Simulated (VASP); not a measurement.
Input of a VASP 6.6.1 run:

Contents of INCAR:

```
PREC = Accurate
ENCUT = 520
EDIFF = 1E-7
ISMEAR = 0
SIGMA = 0.03
LREAL = False
LASPH = True
NELM = 80
ALGO = Normal
ISIF = 2
LWAVE = False
LCHARG = False
MAGMOM = 0 0 0 0 0 0 0 0 0
LORBIT = 11
LSORBIT = True
GGA_COMPAT = False
GGA = PE
IVDW = 12
NBANDS = 41
```

File KPOINTS:

```
regular mesh
0
Gamma
  6 6 4
```

File POSCAR:

```
SnSe2                                   
1.0
    3.8408445548      0.0000000000      0.0000000000
   -1.9204222774      3.3262689525      0.0000000000
    0.0000000000      0.0000000000      6.0073285921
  Sn              Se            
     1     2
Direct
     1.0000000000000000    0.0000000000000000    0.0000000000000000
     0.3333333300000021    0.6666666699999979    0.2655066006943324
     0.6666666699999979    0.3333333300000021    0.7344933993056676
```

Contents of KPOINTS_OPT:

```
explicit points
186
Reciprocal
 0.0000000000  0.0000000000  0.0000000000 1
 0.0263157895  0.0000000000  0.0000000000 1
 0.0526315789  0.0000000000  0.0000000000 1
 0.0789473684  0.0000000000  0.0000000000 1
 0.1052631579  0.0000000000  0.0000000000 1
 0.1315789474  0.0000000000  0.0000000000 1
[... 178 lines left out ...]
 0.5000000000  0.0000000000  0.5000000000 1
 0.5000000000  0.0000000000  0.0000000000 1
```

Potentials or basis: VASP PAW PBE potentials, release 64 (Sn_d, Se).

Launch:

```bash
$ cat potpaw_PBE.64/Sn_d/POTCAR potpaw_PBE.64/Se/POTCAR > POTCAR
$ mpirun -np 1 vasp_ncl > vasp.out
```

Task: What does it give for the dispersion energy per atom?

Result: -0.364 eV.

Task: What does it give for the largest force?

Result: 0.008 eV/Å.

Forces on the atoms (eV/Å):
```
Sn   0.000  0.000  0.000
Se   0.000  0.000 -0.008
Se   0.000  0.000  0.008
```
